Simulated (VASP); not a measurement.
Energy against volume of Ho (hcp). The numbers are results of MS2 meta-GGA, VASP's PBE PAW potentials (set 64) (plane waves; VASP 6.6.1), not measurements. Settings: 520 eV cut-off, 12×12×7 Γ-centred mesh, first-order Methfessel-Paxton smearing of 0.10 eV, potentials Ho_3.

The 4f electrons are frozen in the core of the lanthanide potential, so 4f levels, which can set the real gap, and their magnetism are missing.

Shape and ions are relaxed at each volume.

```tsv
V (Å³/atom)	E (eV/atom)
28.186	9.80356
29.086	9.79133
29.985	9.78739
30.885	9.79043
```

Problem. Fit these four points and predict the energy of the run at 31.784 Å³/atom.

Solution. A cubic in V^(−2/3), the third-order Birch-Murnaghan form, passes through the four points with V0 = 30.02 Å³/atom and B0 = 41 GPa, and gives 9.7994 eV/atom there. The run gave 9.8000 eV/atom, +0.6 meV/atom from the fit; all five points give B0 = 42 GPa.

The compound is Ho in the hcp structure. It was relaxed first.
